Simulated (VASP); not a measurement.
Here is the system:

```
CELL_PARAMETERS angstrom
      0.00000     3.06297     3.06297
      3.06297     0.00000     3.06297
      3.06297     3.06297     0.00000
ATOMIC_POSITIONS crystal
  Cd 0.00000 0.00000 0.00000
  Se 0.25000 0.25000 0.25000
```

All values below come from r2SCAN meta-GGA, VASP's PBE PAW potentials (set 64) (plane waves; VASP 6.6.1). Run with 400 eV cut-off, 8×8×8 Γ-centred mesh, tetrahedra with Blöchl corrections, potentials Cd Se.

Task: Give the energies of bands 7 to 11 at the high-symmetry points, in eV from the valence-band maximum.

Result: 
```tsv
band	Γ	X	U	L	W
7	0.00	-3.99	-3.91	-4.30	-3.88
8	0.00	-1.81	-2.48	-0.73	-2.20
9	0.00	-1.81	-1.48	-0.73	-2.15
10	1.04	3.49	4.09	2.83	5.44
11	6.47	4.13	5.52	6.92	5.51
```

The gap is direct, 1.04 eV, from the valence maximum at Γ to the conduction minimum at Γ.

The compound is CdSe in the zinc blende structure, whereas wurtzite is the usual form. It was relaxed first.
